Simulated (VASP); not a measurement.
# A VASP study of WC (Qusongite) (r2SCAN): structure first, properties next, part 2 of 4

How well does r2SCAN reproduce what experiment finds for WC (Qusongite)? The cell is relaxed first, and properties follow on it. Left out of this account: 1 further run (relaxation: it shows nothing beyond the runs told). The start is a cell from a database of measured crystal structures.

VASP 6.6.1; r2SCAN; plane waves and PAW (W, C).

Still holding for the runs below: The k-mesh is coarse for a metal.

So far. Step 2 (Full relaxation (r2SCAN)): It ends with forces that vanish by symmetry and a pressure of -0.01 GPa. The volume lies +0.1 % from that of the database's start.

## (3) Density, ELF and potential (r2SCAN)

A single point on the relaxed cell gives a clean self-consistent state, with density, ELF and potential written out.

INCAR reads:

```
SYSTEM = WC
PREC = Accurate
ENCUT = 520
EDIFF = 1E-06
NELM = 100
ISMEAR = 0
SIGMA = 0.05
LREAL = .FALSE.
ALGO = Normal
METAGGA = R2SCAN
LASPH = .TRUE.
NBANDS = 11
LORBIT = 11
LWAVE = .FALSE.
LCHARG = .TRUE.
ISIF = 2
LELF = .TRUE.
LVHAR = .TRUE.
```

POSCAR reads:

```
WC
1.0
    2.9087397770      0.0000000000      0.0000000000
   -1.4543698885      2.5190425399      0.0000000000
    0.0000000000      0.0000000000      2.8351408906
W C
1 1
Direct
    0.0000000000      0.0000000000      0.0000000000
    0.6666666667      0.3333333333      0.5000000000
```

KPOINTS reads:

```
Automatic mesh
0
Gamma
9 9 8
0 0 0
```

The projector-augmented-wave data sets are W and C (PBE family, release 64).

The run is started by

```bash
> mpirun -np 2 vasp_std
```

The program printed:

```text
[banner, memory and clock lines left out]
running    2 mpi-ranks, on    1 nodes
 distrk:  each k-point on    2 cores,    1 groups
 distr:  one band on    1 cores,    2 groups

 POSCAR found type information on POSCAR W C
 POSCAR found :  2 types and       2 ions
 [... a notice as in an earlier step ...]

 LDA part: xc-table for (None), standard interpolation
|                                                                             |
|           W    W    AA    RRRRR   N    N  II  N    N   GGGG   !!!           |
|           W    W   A  A   R    R  NN   N  II  NN   N  G    G  !!!           |
|           W    W  A    A  R    R  N N  N  II  N N  N  G       !!!           |
|           W WW W  AAAAAA  RRRRR   N  N N  II  N  N N  G  GGG   !            |
|           WW  WW  A    A  R   R   N   NN  II  N   NN  G    G                |
|           W    W  A    A  R    R  N    N  II  N    N   GGGG   !!!           |
|                                                                             |
|     The number of bands has been changed from the values supplied in        |
|     The orbitals not found in the WAVECAR file will be initialized with     |
|     random numbers, which is usually adequate. For correlated               |
|     calculations, however, you should redo the groundstate calculation.     |
|     I found NBANDS = 11. Now, NBANDS = 12.                                  |
|                                                                             |

 POSCAR, INCAR and KPOINTS ok, starting setup
 FFT: planning ... GRIDC
 FFT: planning ... GRID_SOFT
 FFT: planning ... GRID
 WAVECAR not read
 entering main loop
       N       E                     dE             d eps       ncg     rms          rms(c)
DAV:   1    -0.154861553841E+02   -0.15486E+02   -0.50978E+03  1440   0.782E+02
DAV:   2    -0.629786576363E+02   -0.47493E+02   -0.44864E+02  1680   0.197E+02
DAV:   3    -0.647871414195E+02   -0.18085E+01   -0.17929E+01  1836   0.313E+01
DAV:   4    -0.647961276315E+02   -0.89862E-02   -0.89853E-02  1584   0.275E+00
DAV:   5    -0.647961661082E+02   -0.38477E-04   -0.38477E-04  1848   0.170E-01    0.313E+01
DAV:   6    -0.616918435261E+02    0.31043E+01   -0.10241E+01  1724   0.185E+01    0.112E+01
DAV:   7    -0.617553281340E+02   -0.63485E-01   -0.50272E-01  1584   0.556E+00    0.820E+00
DAV:   8    -0.617450865215E+02    0.10242E-01   -0.61444E-02  1688   0.182E+00    0.242E+00
DAV:   9    -0.617415403788E+02    0.35461E-02   -0.47228E-03  1676   0.547E-01    0.429E-01
DAV:  10    -0.617417362953E+02   -0.19592E-03   -0.29984E-04  1700   0.130E-01    0.697E-02
DAV:  11    -0.617417254467E+02    0.10849E-04   -0.22803E-05  1744   0.301E-02    0.520E-03
DAV:  12    -0.617417246891E+02    0.75760E-06   -0.17088E-06  1472   0.130E-02
   1 F= -.61741725E+02 E0= -.61741467E+02  d E =-.516125E-03
```

Elapsed: 25 s, on 2 MPI ranks of Intel Xeon Platinum 8259CL at 2.50GHz (Skylake/Cascade Lake), shared host; peak memory 0.26 GiB; 39 s of CPU time.

OUTCAR, selected parts (step 3):

```text
  LATTYP: Found a hexagonal cell.
 ALAT       =     2.9087397770
 C/A-ratio  =     0.9746973287

The static configuration has the point symmetry D_3h.

 Found     60 irreducible k-points:

   k-points           NKPTS =     60   k-points in BZ     NKDIM =     60   number of bands    NBANDS=     12

   ENCUT  =  520.0 eV  38.22 Ry    6.18 a.u.   5.41  5.41  5.27*2*pi/ulx,y,z

   NELECT =      10.0000    total number of electrons

 E-fermi :   8.1406

 k-point     1 :       0.0000    0.0000    0.0000
  band No.  band energies     occupation
      1      -7.0616      2.00000
      2       3.6866      2.00000
      3       4.6802      2.00000
      4       4.6802      2.00000
      5       8.3243      0.00000
      6      11.5044      0.00000
      7      11.5044      0.00000
      8      14.1399      0.00000
      9      14.1399      0.00000
    ...

 k-point     2 :       0.1111   -0.0000    0.0000
  band No.  band energies     occupation
      1      -6.7476      2.00000
      2       3.6956      2.00000
      3       4.3407      2.00000
      4       4.9900      2.00000
      5       7.4340      2.00000
      6      11.3886      0.00000
      7      12.5062      0.00000
      8      13.4876      0.00000
      9      13.9071      0.00000
     10      16.0438      0.00000
    ...

  Total       -0.0016594     -0.0016594      0.0010705      0.0000000      0.0000000      0.0000000
  in kB       -0.1279811     -0.1279811      0.0825623      0.0000000      0.0000000      0.0000000
  external PRESSURE =      -0.0578000 kB  Pullay stress =       0.0000000 kB

  energy-cutoff  :      520.00
  volume of cell :       20.77
      direct lattice vectors                 reciprocal lattice vectors
     2.908739777  0.000000000  0.000000000     0.343791496  0.198488113  0.000000000
    -1.454369889  2.519042540  0.000000000     0.000000000  0.396976226  0.000000000
     0.000000000  0.000000000  2.835140891     0.000000000  0.000000000  0.352716157

 POSITION                                       TOTAL-FORCE (eV/Angst)
 -----------------------------------------------------------------------------------
      0.00000      0.00000      0.00000         0.000000      0.000000      0.000000
      1.45437      0.83968      1.41757        -0.000000      0.000000      0.000000
 -----------------------------------------------------------------------------------
    total drift:                                0.000000     -0.000000      0.000000

  FREE ENERGIE OF THE ION-ELECTRON SYSTEM (eV)
  ---------------------------------------------------
  free  energy   TOTEN  =       -61.7417246891 eV

  energy  without entropy=      -61.7412085637  energy(sigma->0) =      -61.74146663

[... 4 parts as in an earlier step ...]

[... 6 further parts left out ...]
```

Numbers from this step:

| Item | Value |
| --- | --- |
| SCF cycles | 12 |
| bands | 12 |
| pressure | -0.005780 GPa |

Valence electrons inside each PAW sphere by angular momentum. Sphere charges, by row:

| atom | s (e) | p (e) | d (e) | tot (e) |
| --- | --- | --- | --- | --- |
| W1 | 0.613 | 0.892 | 4.37 | 5.875 |
| C2 | 0.872 | 1.563 | 0 | 2.435 |

Valence density in the ac plane at fractional y = 0.000, with atoms of W within 0.2 Å of it. It is the smooth field of the valence electrons, not physical close to the nuclei.

Values in e/Å³, 15 rows by 15 columns:
```
0.81 0.74 0.65 0.60 0.54 0.43 0.35 0.32 0.32 0.35 0.43 0.54 0.60 0.65 0.74
0.68 0.65 0.59 0.55 0.49 0.40 0.35 0.33 0.33 0.35 0.40 0.49 0.55 0.59 0.65
0.63 0.61 0.56 0.50 0.44 0.39 0.36 0.36 0.36 0.36 0.39 0.44 0.50 0.56 0.61
0.58 0.55 0.50 0.44 0.41 0.39 0.39 0.40 0.40 0.39 0.39 0.41 0.44 0.50 0.55
0.46 0.45 0.42 0.40 0.40 0.41 0.44 0.45 0.45 0.44 0.41 0.40 0.40 0.42 0.45
0.38 0.37 0.37 0.38 0.40 0.44 0.48 0.51 0.51 0.48 0.44 0.40 0.38 0.37 0.37
0.34 0.34 0.35 0.37 0.41 0.46 0.51 0.54 0.54 0.51 0.46 0.41 0.37 0.35 0.34
0.34 0.34 0.35 0.37 0.41 0.46 0.51 0.54 0.54 0.51 0.46 0.41 0.37 0.35 0.34
0.38 0.37 0.37 0.38 0.40 0.44 0.48 0.51 0.51 0.48 0.44 0.40 0.38 0.37 0.37
0.46 0.45 0.42 0.40 0.40 0.41 0.44 0.45 0.45 0.44 0.41 0.40 0.40 0.42 0.45
0.58 0.55 0.50 0.44 0.41 0.39 0.39 0.40 0.40 0.39 0.39 0.41 0.44 0.50 0.55
0.63 0.61 0.56 0.50 0.44 0.39 0.36 0.36 0.36 0.36 0.39 0.44 0.50 0.56 0.61
0.68 0.65 0.59 0.55 0.49 0.40 0.35 0.33 0.33 0.35 0.40 0.49 0.55 0.59 0.65
0.81 0.74 0.65 0.60 0.54 0.43 0.35 0.32 0.32 0.35 0.43 0.54 0.60 0.65 0.74
0.89 0.81 0.69 0.63 0.56 0.44 0.35 0.32 0.32 0.35 0.44 0.56 0.63 0.69 0.81
```
Columns run along a (2.9 Å), rows up along c (2.8 Å). Atoms in or near the plane, at fractional coordinates: W at (0.00, 0.00).

Electrostatic potential energy in the ac plane at fractional y = 0.000, with atoms of W within 0.2 Å of it. With pseudopotentials it is smooth inside the atoms' cores, unlike the true potential.

Ten even steps from '_' (-33 eV) to '@' (-1 eV):
```
______::==**%%@@@@%%**==::____
____..--++##%%@@@@%%##++--..__
::::--==**##@@@@@@@@##**==--::
====++**##%%@@@@@@@@%%##**++==
******##%%@@@@@@@@@@@@%%##****
##%%%%@@@@@@@@@@@@@@@@@@@@%%%%
@@@@@@@@@@@@@@@@@@@@@@@@@@@@@@
@@@@@@@@@@@@@@@@@@@@@@@@@@@@@@
##%%%%@@@@@@@@@@@@@@@@@@@@%%%%
******##%%@@@@@@@@@@@@%%##****
====++**##%%@@@@@@@@%%##**++==
::::--==**##@@@@@@@@##**==--::
____..--++##%%@@@@%%##++--..__
______::==**%%@@@@%%**==::____
______::==**%%@@@@%%**==::____
```
Columns run along a (2.9 Å; values clipped at the 3rd and 97th percentile), rows up along c (2.8 Å). Atoms in or near the plane, at fractional coordinates: W at (0.00, 0.00).

ELF in the ac plane at fractional y = 0.000, with atoms of W within 0.2 Å of it. It is the smooth field of the valence electrons, not physical close to the nuclei.

Ten even steps from '0' (0.00) to '9' (0.66):
```
000023455432000
000023466432000
000134577543100
122345788754322
333457899875433
444579999997544
556789999998765
556789999998765
444579999997544
333457899875433
122345788754322
000134577543100
000023466432000
000023455432000
000023455432000
```
Columns run along a (2.9 Å), rows up along c (2.8 Å). Atoms in or near the plane, at fractional coordinates: W at (0.00, 0.00).

In this run the pressure is -0.01 GPa, small enough to go on.

## (4) Bands along the symmetry lines (r2SCAN)

The mesh alone shows little of the dispersion and can miss band extrema, so KPOINTS_OPT adds a path through the symmetry points after the self-consistent cycle.

INCAR reads:

```
SYSTEM = WC
PREC = Accurate
ENCUT = 520
EDIFF = 1E-06
NELM = 100
ISMEAR = 0
SIGMA = 0.05
LREAL = .FALSE.
ALGO = Normal
METAGGA = R2SCAN
LASPH = .TRUE.
NBANDS = 17
LORBIT = 11
LWAVE = .FALSE.
LCHARG = .FALSE.
KPAR = 2
```

POSCAR is that of step 3.

KPOINTS is that of step 3.

KPOINTS_OPT reads:

```
Line mode
16
Line-mode
Reciprocal
  0.00000000   0.00000000   0.00000000 GAMMA
  0.50000000   0.00000000   0.00000000 M

  0.50000000   0.00000000   0.00000000 M
  0.33333333   0.33333333   0.00000000 K

  0.33333333   0.33333333   0.00000000 K
  0.00000000   0.00000000   0.00000000 GAMMA

  0.00000000   0.00000000   0.00000000 GAMMA
  0.00000000   0.00000000   0.50000000 A

  0.00000000   0.00000000   0.50000000 A
  0.50000000   0.00000000   0.50000000 L

  0.50000000   0.00000000   0.50000000 L
  0.33333333   0.33333333   0.50000000 H

  0.33333333   0.33333333   0.50000000 H
  0.00000000   0.00000000   0.50000000 A

  0.50000000   0.00000000   0.50000000 L
  0.50000000   0.00000000   0.00000000 M

  0.33333333   0.33333333   0.00000000 K
  0.33333333   0.33333333   0.50000000 H
```

The run is started by

```bash
> mpirun -np 2 vasp_std
```

The program printed:

```text
[banner, memory and clock lines left out]
running    2 mpi-ranks, on    1 nodes
 distrk:  each k-point on    1 cores,    2 groups
 distr:  one band on    1 cores,    1 groups

 POSCAR found type information on POSCAR W C
 POSCAR found :  2 types and       2 ions
 [... a notice as in an earlier step ...]

 LDA part: xc-table for (None), standard interpolation
 POSCAR, INCAR and KPOINTS ok, starting setup
 FFT: planning ... GRIDC
 FFT: planning ... GRID_SOFT
 FFT: planning ... GRID
 WAVECAR not read
 entering main loop
       N       E                     dE             d eps       ncg     rms          rms(c)
DAV:   1    -0.176448636622E+02   -0.17645E+02   -0.48401E+03  2040   0.551E+02
DAV:   2    -0.635397821080E+02   -0.45895E+02   -0.42665E+02  2615   0.148E+02
DAV:   3    -0.647925024866E+02   -0.12527E+01   -0.12476E+01  2591   0.200E+01
DAV:   4    -0.647961543109E+02   -0.36518E-02   -0.36514E-02  2581   0.132E+00
DAV:   5    -0.647961662840E+02   -0.11973E-04   -0.11974E-04  2605   0.704E-02    0.313E+01
DAV:   6    -0.616941285340E+02    0.31020E+01   -0.85363E+00  2650   0.131E+01    0.113E+01
DAV:   7    -0.617548813571E+02   -0.60753E-01   -0.49560E-01  2703   0.396E+00    0.822E+00
DAV:   8    -0.617447948674E+02    0.10086E-01   -0.53842E-02  3012   0.130E+00    0.245E+00
DAV:   9    -0.617414997224E+02    0.32951E-02   -0.44879E-03  2902   0.416E-01    0.565E-01
DAV:  10    -0.617417274989E+02   -0.22778E-03   -0.26187E-04  2380   0.975E-02    0.280E-02
DAV:  11    -0.617417256283E+02    0.18707E-05   -0.15658E-05  2927   0.209E-02    0.564E-03
DAV:  12    -0.617417247607E+02    0.86755E-06   -0.11257E-06  1937   0.868E-03
   1 F= -.61741725E+02 E0= -.61741467E+02  d E =-.515838E-03
 Start KPOINTS_OPT (optional k-point list driver)
k-point batch [1-60\144]
       N       E                     dE             ncg
DAV:   1     0.471956686109E+04   -0.94877E+04     2048
DAV:   2     0.179210111849E+04   -0.29275E+04     2381
DAV:   3     0.171733392361E+04   -0.74767E+02     2699
DAV:   4     0.171709546609E+04   -0.23846E+00     2594
DAV:   5     0.171709439285E+04   -0.10732E-02     2733
DAV:   6     0.171709438540E+04   -0.74559E-05     2683
DAV:   7     0.171709438534E+04   -0.58463E-07     2196
[...]
k-point batch [121-144\144]
       N       E                     dE             ncg
DAV:   1     0.191040050937E+05   -0.96943E+04      824
DAV:   2     0.180386004512E+05   -0.10654E+04     1054
DAV:   3     0.180116176536E+05   -0.26983E+02     1045
DAV:   4     0.180115452727E+05   -0.72381E-01     1117
DAV:   5     0.180115449676E+05   -0.30507E-03     1021
DAV:   6     0.180115449657E+05   -0.19532E-05     1159
DAV:   7     0.180115449657E+05   -0.13584E-07      811
```

Elapsed: 59 s, on 2 MPI ranks; peak memory 0.32 GiB.

Parts of OUTCAR (step 4):

```text
The static configuration has the point symmetry D_3h.

 Found     60 irreducible k-points:

   k-points           NKPTS =     60   k-points in BZ     NKDIM =     60   number of bands    NBANDS=     17

   NELECT =      10.0000    total number of electrons

 E-fermi :   8.1406

 k-point     1 :       0.0000    0.0000    0.0000
  band No.  band energies     occupation
      1      -7.0616      2.00000
      2       3.6867      2.00000
      3       4.6803      2.00000
      4       4.6803      2.00000
      5       8.3244      0.00000
      6      11.5045      0.00000
      7      11.5045      0.00000
      8      14.1400      0.00000
      9      14.1400      0.00000
    ...

 k-point     2 :       0.1111   -0.0000    0.0000
  band No.  band energies     occupation
      1      -6.7476      2.00000
      2       3.6956      2.00000
      3       4.3408      2.00000
      4       4.9900      2.00000
      5       7.4341      2.00000
      6      11.3887      0.00000
      7      12.5063      0.00000
      8      13.4877      0.00000
      9      13.9072      0.00000
     10      16.0438      0.00000
    ...

  Total       -0.0023962     -0.0023962      0.0013106     -0.0000000     -0.0000000      0.0000000
  in kB       -0.1848108     -0.1848108      0.1010807     -0.0000000     -0.0000000      0.0000000
  external PRESSURE =      -0.0895137 kB  Pullay stress =       0.0000000 kB

 POSITION                                       TOTAL-FORCE (eV/Angst)
 -----------------------------------------------------------------------------------
      0.00000      0.00000      0.00000        -0.000000      0.000000      0.000000
      1.45437      0.83968      1.41757         0.000000     -0.000000      0.000000
 -----------------------------------------------------------------------------------
    total drift:                                0.000000     -0.000000      0.000000

  FREE ENERGIE OF THE ION-ELECTRON SYSTEM (eV)
  ---------------------------------------------------
  free  energy   TOTEN  =       -61.7417247607 eV

  energy  without entropy=      -61.7412089230  energy(sigma->0) =      -61.74146684

[... 8 parts as in an earlier step ...]

[... 5 further parts left out ...]
```

Spin-orbit coupling is off here; with elements this heavy it splits and shifts levels by tenths of an eV or more.

This step gave:

```
bands    : 17
pressure : -0.008951 GPa
```

The electronic bands at the labelled points (eV, zero at the Fermi level; # counts the bands kept, so #1 is VASP's band 2):

| point | #1 | #2 | #3 | #4 | #5 | #6 | #7 | #8 |
| --- | --- | --- | --- | --- | --- | --- | --- | --- |
| Γ | -4.45 | -3.46 | -3.46 | 0.18 | 3.36 | 3.36 | 6.00 | 6.00 |
| 0.53 of the way | -5.89 | -3.32 | -2.53 | -1.90 | 2.84 | 3.90 | 5.09 | 6.40 |
| M | -7.32 | -3.72 | -3.67 | -0.46 | 2.46 | 4.71 | 5.08 | 7.36 |
| 0.53 of the way | -7.09 | -4.07 | -3.62 | -0.08 | 1.37 | 3.26 | 4.43 | 8.79 |
| K | -6.80 | -4.69 | -3.56 | 0.73 | 1.03 | 2.19 | 3.45 | 9.69 |
| 0.47 of the way | -6.18 | -3.19 | -2.82 | -1.77 | 2.26 | 3.36 | 5.21 | 7.32 |
| Γ | -4.45 | -3.46 | -3.46 | 0.18 | 3.36 | 3.36 | 6.00 | 6.00 |
| 0.47 of the way | -5.66 | -2.88 | -2.88 | 0.87 | 0.89 | 0.89 | 6.43 | 6.43 |
| A | -8.94 | -2.08 | -2.08 | -0.57 | -0.57 | 3.84 | 4.90 | 4.90 |
| 0.47 of the way | -7.46 | -3.38 | -3.12 | -1.82 | 1.21 | 4.95 | 5.30 | 7.21 |
| L | -6.68 | -4.47 | -4.36 | 0.27 | 4.56 | 5.44 | 7.01 | 9.66 |
| 0.53 of the way | -6.60 | -6.09 | -2.33 | -0.51 | 5.01 | 6.31 | 6.69 | 10.25 |
| H | -7.39 | -5.64 | -1.72 | -0.70 | 4.56 | 6.64 | 7.90 | 9.83 |
| 0.53 of the way | -7.05 | -4.44 | -2.51 | -2.08 | 1.98 | 5.11 | 5.33 | 7.88 |
| A | -8.94 | -2.08 | -2.08 | -0.57 | -0.57 | 3.84 | 4.90 | 4.90 |
| jump to L | -6.68 | -4.47 | -4.36 | 0.27 | 4.56 | 5.44 | 7.01 | 9.66 |
| 0.47 of the way | -7.39 | -4.21 | -3.24 | -0.83 | 3.93 | 4.21 | 6.97 | 7.06 |
| M | -7.32 | -3.72 | -3.67 | -0.46 | 2.46 | 4.71 | 5.08 | 7.36 |
| jump to K | -6.80 | -4.69 | -3.56 | 0.73 | 1.03 | 2.19 | 3.45 | 9.69 |
| 0.53 of the way | -6.33 | -4.98 | -4.34 | -0.83 | 3.26 | 5.75 | 6.16 | 8.34 |
| H | -7.39 | -5.64 | -1.72 | -0.70 | 4.56 | 6.64 | 7.90 | 9.83 |

Of the projections kept (W, C), the largest for each band there; the rest of the weight can lie on other orbitals:

| point | #1 | #2 | #3 | #4 | #5 | #6 | #7 | #8 |
| --- | --- | --- | --- | --- | --- | --- | --- | --- |
| Γ | W 1.00 | W 0.77 | W 0.77 | C 0.73 | W 1.00 | W 1.00 | W 0.50 | W 0.50 |
| M | W 0.68 | W 0.70 | W 0.99 | C 0.66 | W 1.00 | W 0.98 | W 0.84 | W 0.57 |
| K | W 0.78 | W 0.71 | W 0.66 | W 1.00 | W 0.75 | W 0.85 | W 0.88 | W 0.61 |
| Γ | W 1.00 | W 0.77 | W 0.77 | C 0.73 | W 1.00 | W 1.00 | W 0.50 | W 0.50 |
| A | W 0.80 | W 0.70 | W 0.70 | W 1.00 | W 1.00 | W 0.79 | W 0.53 | W 0.53 |
| L | W 0.79 | W 0.71 | C 0.51 | W 0.83 | W 1.00 | W 1.00 | W 0.68 | W 0.56 |

The electronic bands as a text plot (rows in eV, shown from -8.0 to 7.0 only):

```
    6.6 |   **               **     *  * ******         *     ***
    6.0 |**             * ***  *      *   *   **  *     *     *
    5.4 | **          *****     *  ********    *** *
    4.8 |  *******   *   *       ****   ** ***** *****   **  *  *
    4.2 | * ***   *     * *       **               *  ***   *  *
    3.5 |**      * **  *  **     *     *            *      ** *
    2.9 |  ***    *   * **  *   *     *         *        *   *
    2.3 |     ***  *** *     *                            ***
    1.7 |        *    *        *     *
    1.0 |         ****        *     *            *
    0.4 |         *         ** *        *         *  *
   -0.2 |*     ***   *    **    *  *     **        *  *    **
   -0.8 | *   *       *          ***   *   ****    **  *  *  ****
   -1.5 |  * *         * *          * *     ** *  *     **
   -2.1 |   *           *       **** *     *  **** **           *
   -2.7 |  **          * *    **   **     *     ***     **     *
   -3.3 |** ***   ******* ****      **   *             *  *
   -3.9 | **   ***   *   **           **         *    **  *** *
   -4.6 |***      ***    *****         **            *  ** * *
   -5.2 |               *                *      *           ****
   -5.8 |   *                 *            *****            **  *
   -6.4 |    *        **       *       ****    **          *  *
   -7.1 |     ********               **    * **      **  **    **
   -7.7 |                       *   *       *    *     **
         Γ     M   K       Γ     A      L   H      A|L   M|K    H
```

There is no gap at this level.

[end of part 2 of 4]

[Lines on the potential files, build, host, timing and source positions are cut from VASP's logs without a mark.]

[Logs are printed without paths, hosts, clocks, repeated set-up lines and the standing remarks that a program may print on its own settings, such as how far it seeks lower states.]

[Hosts, paths, dates, database ids (printed as entryN), source tags and the programs' standing remarks are cut or masked in the printed files.]

[A measured line is paired with the nearest computed mode of its activity, which favours agreement.]
